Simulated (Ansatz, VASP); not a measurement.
# TaN in two plane-wave programs

Wanted: the spread between two codes on one cell, functional and k mesh. The structure shown is the end of the Ansatz relaxation below.

Program: Ansatz 0.2.0. Level of theory: plane waves, with VASP 6.6.1 beside it; single point at LDA. Results are calculated unless marked as measured.

### Step 1. The structure

Symmetry: I4/mmm, No. 139, tetragonal system. Conventional cell: a = 3.090 Å, b = 3.090 Å, c = 4.217 Å, α = 90.00°, β = 90.00°, γ = 90.00°. N has 6 Ta at 2.11 to 2.18 Å nearest. Nearest to Ta lie 6 N at 2.11 to 2.18 Å. Farther neighbours and most contacts between anions are not listed.

### Step 2. Ansatz: relaxation, LDA

Ansatz runs on its PAW soft_1 files.

This run makes the geometry at which the two programs are then compared.

File input.yaml:

```yaml
crystal:
  lattice:
    - [0.0, 2.1815569285, 2.1085938827]
    - [2.1815569285, 0.0, 2.1085938827]
    - [2.1815569285, 2.1815569285, 0.0]
  atoms:
    - { symbol: "N", position: [0.0, 0.0, 0.0] }
    - { symbol: Ta, position: [0.5, 0.5, 0.5] }
  conventional_axes: [[-1, 1, 1], [1, -1, 1], [1, 1, -1]]
kpoints:
  mp_grid: { grid: [16, 16, 16] }
hamiltonian:
  xc: lda
  pseudopotentials: { kind: paw, azcp: { folder: soft_1 }, xc_functional: pbe }
scf:
  occupations: { method: methfessel_paxton, width: 0.2 }
output:
  forces: true
  stress: true
  eigenvalues: true
relax:
  adjacent_minimum: "off"
  f_tol: 0.001
  max_steps: 60
  cell: { stress_tol: 0.01, fix: [c, angles] }
```

The run is started by

```console
$ ansatz run input.yaml --threads 4 --pin off --max-ram 10240MiB --backend cpu --events-out ev --progress --plain --runs-dir out
```

Numbers of over 12 decimals in the logs are rounded to 6 here.

The program printed:

```text
Engine: ansatz 0.2.0, aarch64-unknown-linux-gnu
Pseudopotentials: kind: paw
Pseudopotential: N, paw, valence charge 5, recommended cutoff 420 eV (normal), soft_1/N.paw.azcp
Pseudopotential: Ta, paw, valence charge 13, recommended cutoff 420 eV (normal), soft_1/Ta.paw.azcp
Functional definition: SPW92
  exchange = slater_x
  correlation = pw_c
Crystal: 2 atoms, lattice volume = 20.070 Å³
Basis set: ecut = 420 eV, 395 PW (Γ)
Bands: 13, of which v1, the nominal top of the filled ones, is band 9 counted from 1 (8 counted from 0)
Symmetry: 16 space group operations
Space group: I4/mmm (ITA 139), of the structure as read, at distance tolerance 2.7e-5 Å
k-points: 349 of 4096
Non-local potential: N, projectors of the file, l = 0: 2, l = 1: 2, l = 2: 1
Non-local potential: Ta, projectors of the file, l = 0: 3, l = 1: 2, l = 2: 2, l = 3: 1
PAW form: soft (Blöchl's): semilocal exchange-correlation on the pseudo side does not see the compensation charge
PAW frozen core: N, regenerated for the run's functional, and the local potential with it (the file was generated under x = pbe(κ = 0.804, μ = 0.219515), c = pbe(β = 0.066725))
PAW frozen core: Ta, regenerated for the run's functional, and the local potential with it (the file was generated under x = pbe(κ = 0.804, μ = 0.219515), c = pbe(β = 0.066725))
PAW one-centre angular grid: N, 110 points (default); XC on 64 Gauss nodes
PAW one-centre angular grid: Ta, 590 points (default); XC on 64 Gauss nodes
Initial density: superposition of atomic densities (chi_scale 0.1, normalization cell, long waves kept (reshape's long-wave potential 0.00 eV rms))
Initial wavefunctions: pseudopotential atomic-orbital guess
Functional: x = slater, c = lda
SCF iter   1: F=—  HF=-10059.565417 eV  |F-HF|=—  |Δ(HF+E_count)|=         —  Δρ=5.49e-2  dr2=6.19e-1  ethr=3.10e-3  ⟨swp⟩=5.0  Hψ=48524  notcnv=0
automatic band count: the SCF goes on with 17 bands, as 13 were too few: the levels above may hold too much charge
preconditioner: auto → none  [metal: Δε(μ)=0.014 eV  Ē_g=16.539 eV  σ=0.200 eV  W_gap=0.06  n_scr=8 (ndim 8)  ℏωp=26.2 eV  f_vac=0.000  D(μ)=0.76/eV (n_scr^D=8)  sad-step TF]
SCF iter   2: F=—  HF=-10059.504443 eV  |F-HF|=—  |Δ(HF+E_count)|=   6.10e-2  S|Δr|=    0.00e0  Δρ=3.84e-2  dr2=3.35e-1  ethr=3.10e-3  ⟨swp⟩=1.0  Hψ=8725  notcnv=0  defer=1
SCF iter   3: F=—  HF=-10059.419531 eV  |F-HF|=—  |Δ(HF+E_count)|=   8.49e-2  S|Δr|=    0.00e0  Δρ=3.12e-3  dr2=5.27e-4  ethr=1.86e-3  ⟨swp⟩=2.4  Hψ=7993  notcnv=0  defer=1
SCF iter   4: F=—  HF=-10059.419598 eV  |F-HF|=—  |Δ(HF+E_count)|=   6.72e-5  S|Δr|=    0.00e0  Δρ=6.71e-4  dr2=1.12e-4  ethr=2.93e-6  ⟨swp⟩=2.4  Hψ=11090  notcnv=0  defer=563
SCF iter   5: F=—  HF=-10059.419569 eV  |F-HF|=—  |Δ(HF+E_count)|=   2.90e-5  S|Δr|=    0.00e0  Δρ=7.32e-5  dr2=9.09e-7  ethr=6.21e-7  ⟨swp⟩=2.6  Hψ=7498  notcnv=0  defer=563
SCF iter   6: F=—  HF=-10059.419570 eV  |F-HF|=—  |Δ(HF+E_count)|=   1.06e-6  S|Δr|=    0.00e0  Δρ=7.53e-6  dr2=7.45e-9  ethr=5.56e-10  ⟨swp⟩=8.7  Hψ=27969  notcnv=0
SCF iter   7: F=-10059.419570 eV  HF=-10059.419570 eV  |F-HF|=1.64e-11  |Δ(HF+E_count)|=   2.35e-9  S|Δr|=    0.00e0  Δρ=9.69e-7  dr2=7.59e-11  ethr=4.14e-11  ⟨swp⟩=1.8  Hψ=15753  notcnv=0
SCF 1 converged in 7 iterations: F = -10059.419570 eV  dr2 = 7.59e-11
  greatest PAW one-centre occupation: 0.999 electrons in one spin orbital (limit 2), on the Ta atom at site 1 (counted from 0), in its partial waves of l = 0
relax step   1: F+E_penalty+E_count = -10059.41957038 eV  Δ(F+E_penalty+E_count) = +0.000e0 eV  max|allowed force component| = 1.302e-29 eV/Å  Δτ_max = 0.0000 Å  P = +10.306 GPa  Ω = 20.070 Å³  fix = [c, alpha, beta, gamma]  reactions: c +28.029 GPa  (7 SCF iters, dr2 threshold 1.00e-7 eV, accepted)
[...]
relax step   3: F+E_penalty+E_count = -10059.41969025 eV  Δ(F+E_penalty+E_count) = -4.361e-5 eV  max|allowed force component| = 1.341e-29 eV/Å  Δτ_max = 0.0000 Å  P = +9.180 GPa  Ω = 20.129 Å³  energy of the carried Pulay correction = -1.418e-4 eV  fix = [c, alpha, beta, gamma]  reactions: c +27.547 GPa  (3 SCF iters, dr2 threshold 2.00e-7 eV, accepted)
[...]
relax step   4: F+E_penalty+E_count = -10059.41984409 eV  Δ(F+E_penalty+E_count) = -1.538e-4 eV  max|allowed force component| = 1.341e-29 eV/Å  Δτ_max = 0.0000 Å  P = +9.192 GPa  Ω = 20.129 Å³  fix = [c, alpha, beta, gamma]  reactions: c +27.555 GPa  stress off target by 1.07e-2 GPa on what of the cell is left free  SCF on the basis re-selected at this cell (its energy is not comparable with the rows above)  (4 SCF iters)
[...]
relax step   5: F+E_penalty+E_count = -10059.41984304 eV  Δ(F+E_penalty+E_count) = +1.044e-6 eV  max|allowed force component| = 1.262e-29 eV/Å  Δτ_max = 0.0000 Å  P = +9.184 GPa  Ω = 20.129 Å³  energy of the carried Pulay correction = -1.058e-6 eV  fix = [c, alpha, beta, gamma]  reactions: c +27.552 GPa  (3 SCF iters, dr2 threshold 2.86e-10 eV, accepted)
[...]
relax step   6: F+E_penalty+E_count = -10059.41984404 eV  Δ(F+E_penalty+E_count) = -9.995e-7 eV  max|allowed force component| = 3.077e-29 eV/Å  Δτ_max = 0.0000 Å  P = +9.184 GPa  Ω = 20.129 Å³  fix = [c, alpha, beta, gamma]  reactions: c +27.552 GPa  stress off target by 4.70e-5 GPa on what of the cell is left free  SCF on the basis re-selected at this cell (its energy is not comparable with the rows above)  (3 SCF iters)
basis re-selected at this cell: Δ(F+E_penalty+E_count) = -9.995e-7 eV, ΔP = +0.000 GPa vs the last step (what re-selecting the basis moved, of the pressure what is left beyond the Pulay correction that the steps carried, after the strain that the cell walked since its last selection, with what the two solves' SCF thresholds leave and, on support functions, any second-order correction that the steps lacked; it is no m [...]
SCF converged after 3 iterations
Stability not checked: this state was not tested for a lower state beside it, because cold or Methfessel-Paxton smearing, or corrected tetrahedra, fill the levels in a way that the test cannot read (fill_not_monotonic; see scf.lower_state_search)
Free energy (F): -10059.419844 eV
Harris-Foulkes:  -10059.419844 eV  (|F-HF|=3.64e-12)
Internal energy: -10059.420046 eV  (E = F + TS)
E sigma→0 (E₀):  -10059.419894 eV
Entropy (-TS):   0.000202 eV (0.101 meV/atom)
Fermi energy:    22.491736 eV
--- Per-component energies (eV) ---
  E_band       = -30.638179
  E_kinetic    = 529.458568
  E_local      = -538.907023  (includes V_loc(G=0)·N_el)
  E_nonlocal   = 30.666477
  E_hartree    = 194.946308
  E_xc         = -380.114792
  E_vxc        = -312.581293  (∫ρ·V_xc dr)
  E_paw        = -8177.088927  (= ΣΔE_a)
  E_vpaw       = -129.168451  (= ΣTr[D̂ρ^β])
  E_aug_tail   = 0.000925  (compensation charges beyond the density's cutoff)
  E_ewald      = -1718.720623
  E_core_change = 0.339041  (= ΣΔE_core)
  E_smearing   = 0.000202  (= −TS)
  E_closure    = 0.000000  (closes the sum)
  Σ components = -10059.419844   (vs F -10059.419844, Δ=0.00e0)
--- Forces (eV/Å), atoms counted from 1 ---
  atom   1  N      0.00000000     0.00000000    -0.00000000
  atom   2  Ta     0.00000000     0.00000000    -0.00000000
  max |Σ_I F_I| component: 6.47e-29 eV/Å
--- Stress (GPa, compression-positive) ---
        0.000047       0.000000       0.000000
        0.000000       0.000047       0.000000
        0.000000      -0.000000      27.551701
  P = ⅓ Tr σ = 9.1839 GPa (91.839 kbar)
--- Band table (eV; the first three rows and the last of 349) ---
  k-point 0: bands = [... 5 lower, 18.4867, 18.4867, 18.6956, 20.0879, 20.0879, 20.5421, 22.2702, 22.5507, ... 4 higher]
  k-point 1: bands = [... 5 lower, 17.9900, 18.1046, 18.2908, 20.2801, 20.3397, 20.6990, 22.6879, 22.9817, ... 4 higher]
  k-point 2: bands = [... 5 lower, 16.9451, 17.3435, 17.5068, 20.7039, 20.7627, 21.0137, 23.6958, 24.0095, ... 4 higher]
  k-point 348: bands = [... 5 lower, 16.1391, 16.6184, 17.6675, 17.6675, 24.7965, 26.3708, 26.3708, 27.7873, ... 4 higher]
--- Relaxed structure (4 steps of the walk, 4 accepted, 2 SCFs on fresh bases) ---
  F+E_penalty+E_count = -10059.41984404 eV   max|allowed force component| = 3.077e-29 eV/Å   (the final SCF, on the basis selected at the relaxed cell)
  cell:  # Å, volume = 20.1292 Å³
    - [0.0, 2.184749, 2.1085938827]
    - [2.184749, 0, 2.1085938827]
    - [2.184749, 2.184749, 0]
  atoms:
    - { symbol: N, position: [0, 0, 0] }
    - { symbol: Ta, position: [0.500000, 0.500000, 0.5] }
```

Reading the cycles: dr2 is the Hartree energy of the density residual (eV), the measure of convergence; HF is the Harris–Foulkes estimate of the energy, which meets the free energy F at convergence.

### Step 3. VASP: single point, LDA, pair 1

The same cell, functional (in two slightly different forms), mesh and smearing now go to VASP, with its own data sets.

Lines of VASP's logs that name or quote its potential files are left out, and so is its time.

File INCAR:

```
SYSTEM = TaN
PREC = Accurate
ENCUT = 600
EDIFF = 1E-06
NELM = 120
ISMEAR = 1
SIGMA = 0.2
LREAL = .FALSE.
ALGO = Normal
GGA = PW92
NBANDS = 14
LASPH = .TRUE.
LORBIT = 11
LWAVE = .FALSE.
LCHARG = .FALSE.
ISIF = 2
GGA_COMPAT = .FALSE.
KPAR = 2
```

File POSCAR:

```
TaN
1.0
    0.0000000000      2.1847485506      2.1085938827
    2.1847485506      0.0000000000      2.1085938827
    2.1847485506      2.1847485506      0.0000000000
N Ta
1 1
Direct
    0.0000000000      0.0000000000      0.0000000000
    0.5000000000      0.5000000000      0.5000000000
```

File KPOINTS:

```
Automatic mesh
0
Gamma
16 16 16
0 0 0
```

PAW data sets: N and Ta_pv (LDA family, release 64).

The run is started by

```console
$ mpirun -np 2 vasp_std
```

The program printed:

```text
[banner, memory and clock lines left out]
running    2 mpi-ranks, on    1 nodes
 distrk:  each k-point on    1 cores,    2 groups
 distr:  one band on    1 cores,    1 groups

 POSCAR found type information on POSCAR N Ta
 POSCAR found :  2 types and       2 ions
|                                                                             |
|               ----> ADVICE to this user running VASP <----                  |
|                                                                             |
|     You enforced a specific xc type in the INCAR file but a different       |
|     [... a line on the potential file left out ...]
|     I HOPE YOU KNOW WHAT YOU ARE DOING!                                     |
|                                                                             |

 LDA part: xc-table for (Slater(with rela. corr.)+PW92), standard interpolation
 POSCAR, INCAR and KPOINTS ok, starting setup
 FFT: planning ... GRIDC
 FFT: planning ... GRID_SOFT
 FFT: planning ... GRID
 WAVECAR not read
 entering main loop
       N       E                     dE             d eps       ncg     rms          rms(c)
DAV:   1     0.943945890689E+02    0.94395E+02   -0.97925E+03  9788   0.135E+03
DAV:   2    -0.241419296192E+02   -0.11854E+03   -0.11149E+03 12042   0.330E+02
DAV:   3    -0.271329609948E+02   -0.29910E+01   -0.29574E+01 11088   0.472E+01
DAV:   4    -0.271467440290E+02   -0.13783E-01   -0.13779E-01 11650   0.341E+00
DAV:   5    -0.271468455697E+02   -0.10154E-03   -0.10154E-03 11222   0.263E-01    0.269E+01
DAV:   6    -0.242365565502E+02    0.29103E+01   -0.64855E+00 10618   0.285E+01    0.114E+01
DAV:   7    -0.241387901728E+02    0.97766E-01   -0.38303E-01 12538   0.560E+00    0.763E+00
DAV:   8    -0.241018391614E+02    0.36951E-01   -0.12156E-01 12130   0.307E+00    0.129E+00
DAV:   9    -0.240982196886E+02    0.36195E-02   -0.10118E-02 11194   0.860E-01    0.267E-01
DAV:  10    -0.240980622771E+02    0.15741E-03   -0.47937E-04 12934   0.278E-01    0.833E-02
DAV:  11    -0.240980412385E+02    0.21039E-04   -0.49877E-05 10672   0.761E-02    0.155E-02
DAV:  12    -0.240980409339E+02    0.30462E-06   -0.29257E-06 12034   0.162E-02
   1 F= -.24098041E+02 E0= -.24098119E+02  d E =0.234553E-03
```

OUTCAR, selected parts (step 3):

```text
ion  position               nearest neighbor table
   1  0.000  0.000  0.000-   2 2.11   2 2.11   2 2.18   2 2.18   2 2.18   2 2.18
   2  0.500  0.500  0.500-   1 2.11   1 2.11   1 2.18   1 2.18   1 2.18   1 2.18

  LATTYP: Found a body centered tetragonal cell.
 ALAT       =     3.0897010306
 C/A-ratio  =     1.3649177456

 Subroutine GETGRP returns: Found 16 space group operations
 (whereof 16 operations were pure point group operations)

The static configuration has the point symmetry D_4h.

 Found    349 irreducible k-points:

   k-points           NKPTS =    349   k-points in BZ     NKDIM =    349   number of bands    NBANDS=     14

   dimension x,y,z NGX =    24 NGY =   24 NGZ =   28
   dimension x,y,z NGXF=    48 NGYF=   48 NGZF=   56

   ENCUT  =  600.0 eV  44.10 Ry    6.64 a.u.   6.06  6.06  6.17*2*pi/ulx,y,z

   NELECT =      16.0000    total number of electrons

 k-points in reciprocal lattice and weights: Automatic mesh
   0.00000000  0.00000000  0.00000000       0.000
   0.06250000  0.00000000  0.00000000       0.002
   0.12500000  0.00000000  0.00000000       0.002
   0.18750000  0.00000000  0.00000000       0.002
   0.25000000  0.00000000  0.00000000       0.002
   0.31250000  0.00000000  0.00000000       0.002
   0.37500000  0.00000000  0.00000000       0.002
   0.43750000  0.00000000  0.00000000       0.002
   0.50000000  0.00000000  0.00000000       0.001
[...]
-0.31250000  0.18750000  0.50000000       0.001
  -0.25000000  0.25000000  0.50000000       0.000

 average (electrostatic) potential at core
       1 -60.4510       2 -34.4903

 E-fermi :  10.0264

 k-point     1 :       0.0000    0.0000    0.0000
  band No.  band energies     occupation
    ...
      8       7.6058      2.00000
      9       7.6058      2.00000
     10       8.0588      2.00000
     11       9.7783      2.07084
     12      10.0688      0.65017
     13      12.5422     -0.00000
     14      19.5639      0.00000

 k-point     2 :       0.0625    0.0000    0.0000
  band No.  band energies     occupation
    ...
      6       5.6528      2.00000
      7       5.8418      2.00000
      8       7.7999      2.00000
      9       7.8632      2.00000
     10       8.2190      2.00000
     11      10.2020     -0.01481
     12      10.5062     -0.00359
     13      12.8259     -0.00000
     14      19.8806      0.00000

 k-point     3 :       0.1250    0.0000    0.0000
  band No.  band energies     occupation
    ...
      6       4.8836      2.00000
      7       5.0498      2.00000
      8       8.2246      2.00000
      9       8.2911      2.00000
     10       8.5376      2.00000
     11      11.2198     -0.00000
     12      11.5448     -0.00000
     13      13.5647     -0.00000
     14      20.7608      0.00000

  Total        0.2307985      0.2307985      3.7475173      0.0000000      0.0000000      0.0000000
  in kB       18.3703613     18.3703613    298.2829136      0.0000000      0.0000000      0.0000000
  external PRESSURE =     111.6745454 kB  Pullay stress =       0.0000000 kB

  energy-cutoff  :      600.00
  volume of cell :       20.13
      direct lattice vectors                 reciprocal lattice vectors
     0.000000000  2.184748551  2.108593883    -0.228859289  0.228859289  0.237124846
     2.184748551  0.000000000  2.108593883     0.228859289 -0.228859289  0.237124846
     2.184748551  2.184748551  0.000000000     0.228859289  0.228859289 -0.237124846

 POSITION                                       TOTAL-FORCE (eV/Angst)
 -----------------------------------------------------------------------------------
      0.00000      0.00000      0.00000        -0.000000     -0.000000      0.000000
      2.18475      2.18475      2.10859         0.000000      0.000000      0.000000
 -----------------------------------------------------------------------------------
    total drift:                                0.000000     -0.000000     -0.000000

  FREE ENERGIE OF THE ION-ELECTRON SYSTEM (eV)
  ---------------------------------------------------
  free  energy   TOTEN  =       -24.0980409339 eV

  energy  without entropy=      -24.0982754873  energy(sigma->0) =      -24.09811912

 total charge
# of ion       s       p       d       tot
------------------------------------------
    1        1.218   2.556   0.000   3.774
    2        0.289   6.256   2.560   9.105
--------------------------------------------------
tot          1.507   8.812   2.560  12.879

[... 3 further parts left out ...]
```

The run ends at a pressure of 11.17 GPa.

### Step 4. Comparison

Known differences besides the potentials themselves: the data sets hold 18 valence electrons in Ansatz (on its PAW soft_1 files) and 16 in VASP; the cutoff is 420 eV in Ansatz and 600 eV in VASP; VASP's log shows a relativistic correction to its local exchange, Ansatz's none; Ansatz's pressure holds a Pulay correction, VASP's none. Total energies have different zeros and are not compared.

Both answers:

```csv
quantity,Ansatz,VASP,difference
pressure (GPa),9.18,11.17,-1.98
```

### Step 5. Further runs

Further runs change the set-up of one program: Ansatz's method, potentials or start, or VASP's data sets, cutoff or form of LDA. The table gives that difference for each run.

```csv
run,pressure (GPa)
as above,-2.0
VASP with the data sets N and Ta_sv_GW,-1.1
```

### Step 6. Ansatz: relaxation, LDA

This run makes the geometry at which the two programs are then compared. The cell compared in this pair holds 19.98 Å³, against 20.13 Å³ for the pair before.

The structure compared here is the end of the Ansatz relaxation.

Edit input.yaml of step 2 so:

```diff
@@ -2,5 +2,5 @@
   lattice:
-    - [0.0, 2.1815569285, 2.1085938827]
-    - [2.1815569285, 0.0, 2.1085938827]
-    - [2.1815569285, 2.1815569285, 0.0]
+    - [0.0, 2.1847485506, 2.0868558014]
+    - [2.1847485506, 0.0, 2.0868558014]
+    - [2.1847485506, 2.1847485506, 0.0]
   atoms:
```

The run is started by

```console
$ ansatz run input.yaml --threads 4 --pin off --max-ram 10240MiB --backend cpu --events-out ev --progress --plain --runs-dir out
```

The program printed:

```text
[...]
Crystal: 2 atoms, lattice volume = 19.922 Å³
Basis set: ecut = 420 eV, 371 PW (Γ)
Bands: 13, of which v1, the nominal top of the filled ones, is band 9 counted from 1 (8 counted from 0)
Symmetry: 16 space group operations
[...]
k-points: 349 of 4096
[...]
k-point 348: bands = [... 5 lower, 16.4192, 16.7263, 17.7867, 17.7867, 25.0177, 26.5872, 26.5872, 28.0679, ... 4 higher]
--- Relaxed structure (4 steps of the walk, 4 accepted, 2 SCFs on fresh bases) ---
[...]
cell:  # Å, volume = 19.9818 Å³
    - [0, 2.188046, 2.0868558014]
    - [2.188046, 0, 2.0868558014]
    - [2.188046, 2.188046, 0]
  atoms:
    - { symbol: N, position: [0, 0, 0] }
    - { symbol: Ta, position: [0.5, 0.5, 0.5] }
[key lines of the parts left out:]
SCF converged after 3 iterations
Free energy (F): -10059.376286 eV
Fermi energy:    22.665143 eV
P = ⅓ Tr σ = 13.2464 GPa (132.464 kbar)
```

[end of part 1 of 2]

[Lines on the potential files, build, host, timing and source positions are cut from VASP's logs without a mark.]

[Logs are printed without paths, hosts, clocks, repeated set-up lines and the standing remarks that a program may print on its own settings, such as how far it seeks lower states.]

[Hosts, paths, dates, database ids (printed as entryN), source tags and the programs' standing remarks are cut or masked in the printed files.]
